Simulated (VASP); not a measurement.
# Ni(111): what the settings do to the level below the vacuum, part 2 of 6

Aim: find which settings matter for a slab model of Ni(111), and what they cost.

VASP 6.6.1, plane waves and PAW; the level of theory is named at each step.

Still holding for the runs below: The magnetic state follows from one typed start and may not be the lowest.

So far, highest filled level below the vacuum (eV): step 2 (the base run) 5.04.

## Step 3: Another mesh, mesh points along a 3, k-mesh 3×3×1

Level of this step: PBE, spin-polarised from a ferromagnetic start; plane waves and PAW (Ni) (VASP).

The mesh decides how well the Fermi level or the band edge is found.

INCAR

```
SYSTEM = Ni
PREC = Normal
ENCUT = 350
EDIFF = 1E-06
NELM = 120
ISMEAR = 1
SIGMA = 0.1
LREAL = .FALSE.
ALGO = Normal
GGA = PE
NBANDS = 46
ISPIN = 2
MAGMOM = 1 1 1 1 1 1 1
LMAXMIX = 4
LORBIT = 11
LWAVE = .FALSE.
LCHARG = .FALSE.
NCORE = 4
IDIPOL = 3
LDIPOL = .TRUE.
DIPOL = 0.5 0.5 0.5
LVHAR = .TRUE.
LVACPOTAV = .TRUE.
```

POSCAR

```
Ni
1.0
    2.4890158698      0.0000000000      0.0000000000
    1.2445079349      2.1555509736      0.0000000000
    0.0000000000      0.0000000000     30.1936376853
Ni
7
Direct
    0.0000000000      0.0000000000      0.2980760415
    0.3333333333      0.3333333333      0.3653840277
    0.6666666667      0.6666666667      0.4326920138
    0.0000000000      0.0000000000      0.5000000000
    0.3333333333      0.3333333333      0.5673079862
    0.6666666667      0.6666666667      0.6346159723
    0.0000000000      0.0000000000      0.7019239585
```

KPOINTS

```
Automatic mesh
0
Gamma
3 3 1
0 0 0
```

Potentials, in the order of the species: Ni (PBE family, release 64).

Launch:

```console
$ mpirun -np 4 vasp_std
```

The program printed:

```text
[banner, memory and clock lines left out]
running    4 mpi-ranks, on    1 nodes
 distrk:  each k-point on    4 cores,    1 groups
 distr:  one band on    4 cores,    1 groups

 POSCAR found type information on POSCAR Ni
 POSCAR found :  1 types and       7 ions
 LDA part: xc-table for (Slater+PW92), standard interpolation
 POSCAR, INCAR and KPOINTS ok, starting setup
 FFT: planning ... GRIDC
 FFT: planning ... GRID_SOFT
 FFT: planning ... GRID
 WAVECAR not read
 entering main loop
       N       E                     dE             d eps       ncg     rms          rms(c)
DAV:   1     0.455230577791E+03    0.45523E+03   -0.25610E+04   552   0.138E+03
DAV:   2    -0.860896693614E+01   -0.46384E+03   -0.44606E+03   558   0.329E+02
DAV:   3    -0.434789203448E+02   -0.34870E+02   -0.32366E+02   576   0.124E+02
DAV:   4    -0.440657079072E+02   -0.58679E+00   -0.58356E+00   634   0.178E+01
DAV:   5    -0.440819470830E+02   -0.16239E-01   -0.16239E-01   836   0.184E+00    0.279E+01
DAV:   6    -0.538602647442E+02   -0.97783E+01   -0.91289E+01   622   0.173E+02    0.483E+01
DAV:   7    -0.530287552283E+02    0.83151E+00   -0.51444E+01   708   0.140E+02    0.418E+01
DAV:   8    -0.433661383906E+02    0.96626E+01   -0.60601E+01   666   0.987E+01    0.394E+01
DAV:   9    -0.433758136024E+02   -0.96752E-02   -0.25590E+01   740   0.862E+01    0.306E+01
DAV:  10    -0.441708967379E+02   -0.79508E+00   -0.61372E+01   674   0.794E+01    0.339E+01
DAV:  11    -0.389048311840E+02    0.52661E+01   -0.90153E+00   750   0.430E+01    0.259E+01
DAV:  12    -0.389688020352E+02   -0.63971E-01   -0.37033E+00   732   0.438E+01    0.241E+01
DAV:  13    -0.397849074164E+02   -0.81611E+00   -0.10193E+01   886   0.380E+01    0.318E+01
DAV:  14    -0.370006496506E+02    0.27843E+01   -0.42570E+00   824   0.344E+01    0.192E+01
DAV:  15    -0.368863043464E+02    0.11435E+00   -0.69782E-01   738   0.121E+01    0.172E+01
DAV:  16    -0.363899148645E+02    0.49639E+00   -0.92308E-01   810   0.166E+01    0.850E+00
DAV:  17    -0.363625060440E+02    0.27409E-01   -0.67905E-01   822   0.102E+01    0.741E+00
DAV:  18    -0.363221783498E+02    0.40328E-01   -0.37550E-01   716   0.102E+01    0.800E+00
DAV:  19    -0.363012937942E+02    0.20885E-01   -0.39442E-02   644   0.328E+00    0.573E+00
DAV:  20    -0.362834286996E+02    0.17865E-01   -0.28454E-02   788   0.301E+00    0.353E+00
DAV:  21    -0.362910092873E+02   -0.75806E-02   -0.18134E-02   770   0.241E+00    0.210E+00
DAV:  22    -0.363187721882E+02   -0.27763E-01   -0.25539E-02   746   0.306E+00    0.258E+00
DAV:  23    -0.363128865206E+02    0.58857E-02   -0.17370E-02   680   0.193E+00    0.104E+00
DAV:  24    -0.363192974184E+02   -0.64109E-02   -0.75548E-03   762   0.121E+00    0.244E+00
DAV:  25    -0.363191023598E+02    0.19506E-03   -0.12162E-03   614   0.446E-01    0.213E+00
DAV:  26    -0.363186381842E+02    0.46418E-03   -0.11873E-02   766   0.136E+00    0.101E+00
DAV:  27    -0.363179341591E+02    0.70403E-03   -0.29042E-03   748   0.766E-01    0.104E+00
DAV:  28    -0.363183793957E+02   -0.44524E-03   -0.40292E-03   754   0.571E-01    0.996E-01
DAV:  29    -0.363189964259E+02   -0.61703E-03   -0.28930E-03   766   0.107E+00    0.723E-01
DAV:  30    -0.363193317581E+02   -0.33533E-03   -0.89705E-04   780   0.433E-01    0.714E-01
[...]
DAV:  44    -0.363213197630E+02   -0.33427E-03   -0.21790E-05   454   0.252E-02    0.252E-02
DAV:  45    -0.363214250516E+02   -0.10529E-03   -0.28994E-06   378   0.130E-02    0.397E-02
DAV:  46    -0.363214854356E+02   -0.60384E-04   -0.66514E-07   348   0.137E-02    0.416E-02
DAV:  47    -0.363215680493E+02   -0.82614E-04   -0.18298E-06   392   0.133E-02    0.236E-02
DAV:  48    -0.363216111144E+02   -0.43065E-04   -0.77083E-07   362   0.617E-03    0.249E-02
DAV:  49    -0.363216270639E+02   -0.15950E-04   -0.34519E-07   338   0.960E-03    0.113E-02
DAV:  50    -0.363216429018E+02   -0.15838E-04   -0.59256E-07   374   0.956E-03    0.476E-03
DAV:  51    -0.363216484709E+02   -0.55691E-05   -0.26758E-07   340   0.441E-03    0.465E-03
DAV:  52    -0.363216516463E+02   -0.31753E-05   -0.61063E-08   332   0.221E-03    0.494E-03
DAV:  53    -0.363216543136E+02   -0.26673E-05   -0.57230E-08   326   0.197E-03    0.312E-03
DAV:  54    -0.363216554424E+02   -0.11288E-05   -0.37908E-08   332   0.150E-03    0.201E-03
DAV:  55    -0.363216558678E+02   -0.42534E-06   -0.13689E-08   326   0.125E-03
 [... a notice as in an earlier step ...]

   1 F= -.36321656E+02 E0= -.36319588E+02  d E =-.620447E-02  mag=     6.8861
```

It took 30 s on 4 MPI ranks of Intel Xeon Platinum 8488C (Sapphire Rapids), shared host; peak memory 0.47 GiB.

OUTCAR, selected parts (step 3):

```text
The static configuration has the point symmetry D_3d.

 Found      3 irreducible k-points:

   k-points           NKPTS =      3   k-points in BZ     NKDIM =      3   number of bands    NBANDS=     46

   NELECT =      70.0000    total number of electrons

 E-fermi :   1.6862

 spin component 1
 k-point     1 :       0.0000    0.0000    0.0000
  band No.  band energies     occupation
    ...
     38       0.7210      1.00000
     39       0.7210      1.00000
     40       0.8463      1.00000
     41       0.8463      1.00000
     42       1.4596      1.00308
     43       1.8629     -0.01572
     44       6.3176      0.00000
     45       6.4855      0.00000
     46       7.0992      0.00000

 k-point     2 :       0.3333   -0.0000    0.0000
  band No.  band energies     occupation
    ...
     35       0.7050      1.00000
     36       0.7728      1.00000
     37       0.7939      1.00000
     38       0.9138      1.00000
     39       1.3625      1.00002
     40       2.6019     -0.00000
     41       4.1034      0.00000
     42       5.7864      0.00000
     43       7.2793      0.00000
     44       9.1498      0.00000
    ...

 k-point     3 :      -0.3333    0.3333    0.0000
  band No.  band energies     occupation
    ...
     32       0.6952      1.00000
     33       0.7982      1.00000
     34       0.7982      1.00000
     35       0.8391      1.00000
     36       6.5289      0.00000
     37       6.5581      0.00000
     38       6.5581      0.00000
     39       6.6331      0.00000
     40       6.8194      0.00000
     41       6.8195      0.00000
    ...

 spin component 2
 k-point     1 :       0.0000    0.0000    0.0000
  band No.  band energies     occupation
    ...
     31       1.2396      1.00000
     32       1.3047      1.00000
     33       1.3047      1.00000
     34       1.4635      1.00358
     35       1.4635      1.00358
     36       1.7044      0.34850
     37       1.7044      0.34848
     38       1.7229      0.21172
     39       1.8874     -0.00768
     40       1.8874     -0.00768
    ...

  Total        2.2125938      2.2125938     -3.0408517      0.0000000     -0.0000000      0.0000000
  in kB       21.8832020     21.8832020    -30.0749159      0.0000000     -0.0000000      0.0000000
  external PRESSURE =       4.5638293 kB  Pullay stress =       0.0000000 kB

 POSITION                                       TOTAL-FORCE (eV/Angst)
 -----------------------------------------------------------------------------------
      0.00000      0.00000      9.00000        -0.000000      0.000000      0.455472
      1.24451      0.71852     11.03227         0.000000      0.000000     -0.352421
      2.48902      1.43703     13.06455        -0.000000     -0.000000      0.030846
      0.00000      0.00000     15.09682         0.000000      0.000000     -0.000000
      1.24451      0.71852     17.12909         0.000000      0.000000     -0.030846
      2.48902      1.43703     19.16136        -0.000000     -0.000000      0.352421
      0.00000      0.00000     21.19364         0.000000     -0.000000     -0.455472
 -----------------------------------------------------------------------------------
    total drift:                                0.000000      0.000000      0.000000

  FREE ENERGIE OF THE ION-ELECTRON SYSTEM (eV)
  ---------------------------------------------------
  free  energy   TOTEN  =       -36.3216558678 eV

  energy  without entropy=      -36.3154513940  energy(sigma->0) =      -36.31958771

 vacuum level on the upper side and lower side of the slab         6.735         6.735

 total charge
# of ion       s       p       d       tot
------------------------------------------
    1        0.513   0.430   8.200   9.143
    2        0.506   0.522   8.245   9.274
    3        0.520   0.531   8.238   9.289
    4        0.511   0.529   8.240   9.280
    5        0.520   0.531   8.238   9.289
    6        0.506   0.522   8.245   9.274
    7        0.513   0.430   8.200   9.143
--------------------------------------------------
tot          3.591   3.495  57.605  64.691

 magnetization (x)
# of ion       s       p       d       tot
------------------------------------------
    1        0.008  -0.004   1.072   1.076
    2       -0.009  -0.023   0.996   0.964
    3        0.002  -0.023   0.945   0.924
    4       -0.010  -0.029   0.994   0.955
    5        0.002  -0.023   0.945   0.924
    6       -0.009  -0.023   0.996   0.964
    7        0.008  -0.004   1.072   1.076
--------------------------------------------------
tot         -0.008  -0.130   7.022   6.885

[... 7 parts as in an earlier step ...]

[... 4 further parts left out ...]
```

Numbers from this step:

| Item | Value |
| --- | --- |
| electronic cycles | 55 |
| free energy (TOTEN) | -36.32 eV |
| energy at zero smearing | -36.32 eV |
| Fermi energy | 1.686 eV |
| moment of the cell, from the last line of the log | 6.886 μB |
| vacuum levels | 6.735, 6.735 eV |
| work functions of the upper and lower face | 5.049, 5.049 eV |
| highest filled level below the vacuum | 5.049 eV |

Spin moment in the PAW sphere by atom:

```csv
atom,spin moment in the PAW sphere (μB)
Ni1,1.08
Ni2,0.96
Ni3,0.92
Ni4,0.95
Ni5,0.92
Ni6,0.96
Ni7,1.08
```

Force by atom:

```csv
atom,x (eV/Å),y (eV/Å),z (eV/Å),size
Ni1,0.000,0.000,0.455,0.455
Ni2,0.000,0.000,-0.352,0.352
Ni3,0.000,0.000,0.031,0.031
Ni4,0.000,0.000,0.000,0.000
Ni5,0.000,0.000,-0.031,0.031
Ni6,0.000,0.000,0.352,0.352
Ni7,0.000,0.000,-0.455,0.455
```

Against the base run its depth below the vacuum changes by +0.01 eV and the energy by +98.6 meV an atom.

## Step 4: Another mesh, mesh points along a 6, k-mesh 6×6×1

INCAR: that of step 3 with these lines changed.

```diff
@@ -17,3 +17,3 @@
 LCHARG = .FALSE.
-NCORE = 4
+KPAR = 4
 IDIPOL = 3
```

POSCAR is that of step 3.

KPOINTS

```
Automatic mesh
0
Gamma
6 6 1
0 0 0
```

Launch:

```console
$ mpirun -np 4 vasp_std
```

The program printed:

```text
[... set-up lines as in an earlier step ...]
 entering main loop
       N       E                     dE             d eps       ncg     rms          rms(c)
DAV:   1     0.450365682362E+03    0.45037E+03   -0.25578E+04  1288   0.137E+03
DAV:   2    -0.790556594925E+01   -0.45827E+03   -0.43961E+03  1294   0.330E+02
DAV:   3    -0.433054177978E+02   -0.35400E+02   -0.33021E+02  1360   0.126E+02
DAV:   4    -0.439384976054E+02   -0.63308E+00   -0.62761E+00  1412   0.188E+01
[...]
DAV:  43    -0.371171583950E+02   -0.28862E-05   -0.18419E-07   762   0.279E-03    0.222E-03
DAV:  44    -0.371171598610E+02   -0.14660E-05   -0.89192E-08   778   0.246E-03    0.985E-04
DAV:  45    -0.371171602347E+02   -0.37368E-06   -0.25194E-08   746   0.175E-03
 [... a notice as in an earlier step ...]

   1 F= -.37117160E+02 E0= -.37116380E+02  d E =-.234158E-02  mag=     4.7233
```

The job ended after 51 s (4 MPI ranks; peak memory 0.77 GiB; 3.3 min of CPU time).

From OUTCAR (step 4):

```text
  Total       -2.0973230     -2.0973230     -1.0742934      0.0000000      0.0000000      0.0000000
  in kB      -20.7431405    -20.7431405    -10.6250773      0.0000000      0.0000000      0.0000000
  external PRESSURE =     -17.3704528 kB  Pullay stress =       0.0000000 kB

 POSITION                                       TOTAL-FORCE (eV/Angst)
 -----------------------------------------------------------------------------------
      0.00000      0.00000      9.00000         0.000000      0.000000      0.169188
      1.24451      0.71852     11.03227        -0.000000      0.000000     -0.129237
      2.48902      1.43703     13.06455         0.000000     -0.000000     -0.044116
      0.00000      0.00000     15.09682         0.000000      0.000000      0.000000
      1.24451      0.71852     17.12909        -0.000000     -0.000000      0.044116
      2.48902      1.43703     19.16136         0.000000     -0.000000      0.129237
      0.00000      0.00000     21.19364        -0.000000     -0.000000     -0.169188
 -----------------------------------------------------------------------------------
    total drift:                                0.000000      0.000000      0.000000

  FREE ENERGIE OF THE ION-ELECTRON SYSTEM (eV)
  ---------------------------------------------------
  free  energy   TOTEN  =       -37.1171602347 eV

  energy  without entropy=      -37.1148186554  energy(sigma->0) =      -37.11637971

 magnetization (x)
# of ion       s       p       d       tot
------------------------------------------
    1       -0.001  -0.022   0.761   0.738
    2       -0.009  -0.030   0.742   0.703
    3       -0.006  -0.027   0.691   0.658
    4       -0.009  -0.031   0.668   0.628
    5       -0.006  -0.027   0.691   0.658
    6       -0.009  -0.030   0.742   0.703
    7       -0.001  -0.022   0.761   0.738
--------------------------------------------------
tot         -0.043  -0.189   5.056   4.825

[... 1 part as in an earlier step ...]

[... 2 further parts left out ...]
[key lines of the parts left out:]
E-fermi :   1.7379
```

Spin moment in the PAW sphere by atom:

```csv
atom,spin moment in the PAW sphere (μB)
Ni1,0.738
Ni2,0.703
Ni3,0.658
Ni4,0.628
Ni5,0.658
Ni6,0.703
Ni7,0.738
```

Against the base run its depth below the vacuum changes by +0.05 eV and the energy by -15.3 meV an atom.

## Step 5: Another mesh, mesh points along a 18, k-mesh 18×18×1

INCAR is that of step 4.

POSCAR is that of step 4.

KPOINTS

```
Automatic mesh
0
Gamma
18 18 1
0 0 0
```

Launch:

```console
$ mpirun -np 4 vasp_std
```

The program printed:

```text
[... set-up lines as in an earlier step ...]
 entering main loop
       N       E                     dE             d eps       ncg     rms          rms(c)
DAV:   1     0.448458806178E+03    0.44846E+03   -0.25492E+04  6832   0.137E+03
DAV:   2    -0.828750863855E+01   -0.45675E+03   -0.43756E+03  6874   0.327E+02
DAV:   3    -0.432715251670E+02   -0.34984E+02   -0.32785E+02  7312   0.125E+02
DAV:   4    -0.438754887392E+02   -0.60396E+00   -0.59999E+00  7552   0.183E+01
[...]
DAV:  46    -0.370280789791E+02   -0.20729E-05   -0.27705E-07  4098   0.404E-03    0.291E-03
DAV:  47    -0.370280801714E+02   -0.11923E-05   -0.15157E-07  4084   0.422E-03    0.647E-04
DAV:  48    -0.370280811055E+02   -0.93404E-06   -0.96562E-08  4072   0.192E-03
 [... a notice as in an earlier step ...]

   1 F= -.37028081E+02 E0= -.37027838E+02  d E =-.728219E-03  mag=     4.5277
```

It took 3.5 min on 4 MPI ranks; peak memory 1.3 GiB; 14 min of CPU time.

OUTCAR, selected parts (step 5):

```text
  Total       -2.1225010     -2.1225010     -1.0976975      0.0000000      0.0000000     -0.0000000
  in kB      -20.9921581    -20.9921581    -10.8565501      0.0000000      0.0000000     -0.0000000
  external PRESSURE =     -17.6136221 kB  Pullay stress =       0.0000000 kB

 POSITION                                       TOTAL-FORCE (eV/Angst)
 -----------------------------------------------------------------------------------
      0.00000      0.00000      9.00000        -0.000000      0.000000      0.171304
      1.24451      0.71852     11.03227        -0.000000      0.000000     -0.130092
      2.48902      1.43703     13.06455         0.000000      0.000000     -0.042559
      0.00000      0.00000     15.09682         0.000000     -0.000000      0.000000
      1.24451      0.71852     17.12909        -0.000000     -0.000000      0.042559
      2.48902      1.43703     19.16136         0.000000      0.000000      0.130092
      0.00000      0.00000     21.19364         0.000000     -0.000000     -0.171304
 -----------------------------------------------------------------------------------
    total drift:                                0.000000      0.000000      0.000000

  FREE ENERGIE OF THE ION-ELECTRON SYSTEM (eV)
  ---------------------------------------------------
  free  energy   TOTEN  =       -37.0280811055 eV

  energy  without entropy=      -37.0273528865  energy(sigma->0) =      -37.02783837

 magnetization (x)
# of ion       s       p       d       tot
------------------------------------------
    1       -0.005  -0.024   0.712   0.682
    2       -0.007  -0.026   0.713   0.680
    3       -0.006  -0.025   0.672   0.641
    4       -0.007  -0.024   0.660   0.629
    5       -0.006  -0.025   0.672   0.641
    6       -0.007  -0.026   0.713   0.680
    7       -0.005  -0.024   0.712   0.682
--------------------------------------------------
tot         -0.044  -0.176   4.855   4.635

[... 1 part as in an earlier step ...]

[... 2 further parts left out ...]
[key lines of the parts left out:]
E-fermi :   1.7792
```

Against the base run its depth below the vacuum changes by +0.01 eV and the energy by -2.6 meV an atom.

## Step 6: Side by side

Times are for 4 MPI ranks of Intel Xeon Platinum 8488C (Sapphire Rapids), shared host. Results by setting:

```csv
no.,mesh points along a,highest filled level below the vacuum (eV),energy at zero smearing (eV),time,memory (GiB)
1,3,5.049,-36.32,30 s,0.47
2,6,5.089,-37.12,51 s,0.77
3,18,5.045,-37.03,3.5 min,1.3
```

(Part 2 of 6 ends here.)

[Lines on the potential files, build, host, timing and source positions are cut from VASP's logs without a mark.]

[Logs are printed without paths, hosts, clocks, repeated set-up lines and the standing remarks that a program may print on its own settings, such as how far it seeks lower states.]

[Hosts, paths, dates, database ids (printed as entryN), source tags and the programs' standing remarks are cut or masked in the printed files.]

[In band tables of VASP the shares of atoms and orbitals are scaled to a sum of 1 inside the atoms' spheres.]

[Runs that stopped without an error message from VASP are left out.]
